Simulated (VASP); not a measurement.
The input files of a VASP run:

POSCAR:
```
Al
1
    2.8490845576     0.0000000000     0.0000000000
   -1.4245422788     2.4673796445    -0.0000000000
    0.0000000000     0.0000000000     4.6340338130
Al
2
Direct
  0.3333330000   0.6666670000   0.2500000000
  0.6666670000   0.3333330000   0.7500000000
```

### KPOINTS
```
Automatic mesh
0
Gamma
16 16 9
0 0 0
```

INCAR:
```
ALGO = Normal
EDIFF = 1E-7
ENCUT = 400
GGA = PS
ISIF = 2
ISMEAR = -5
LASPH = .TRUE.
LCHARG = .TRUE.
LORBIT = 11
LREAL = .FALSE.
LWAVE = .FALSE.
NEDOS = 601
NELM = 100
PREC = Accurate
SYSTEM = Al
```

POTCAR, in this order: Al (PBE.64 set). Program: vasp_std.

Task: Write an equivalent input for Quantum ESPRESSO's pw.x.

Result: One equivalent input (not run):
```
&CONTROL
  calculation = 'scf'
  pseudo_dir = './pseudo'
  outdir = './out'
  tprnfor = .true.
  tstress = .true.
/
&SYSTEM
  ibrav = 0
  nat = 2
  ntyp = 1
  ecutwfc = 40
  occupations = 'tetrahedra'
  input_dft = 'pbesol'
/
&ELECTRONS
  conv_thr = 7.3e-09
  electron_maxstep = 100
/
ATOMIC_SPECIES
  Al 26.982 Al.upf
CELL_PARAMETERS angstrom
     2.8490846    0.0000000    0.0000000
    -1.4245423    2.4673796   -0.0000000
     0.0000000    0.0000000    4.6340338
ATOMIC_POSITIONS crystal
  Al   0.3333330  0.6666670  0.2500000
  Al   0.6666670  0.3333330  0.7500000
K_POINTS automatic
  16 16 9 0 0 0
```
Limits of the translation: the potentials are each code's own (VASP's PAW set, PseudoDojo norm-conserving files in pw.x), so ENCUT and ecutwfc are chosen apart and not converted; conv_thr bounds pw.x's estimated SCF error, while EDIFF bounds the energy change between steps.

The structure was generated: Al was put into the hcp type (P6_3/mmc), which need not be its known phase. It was relaxed first.
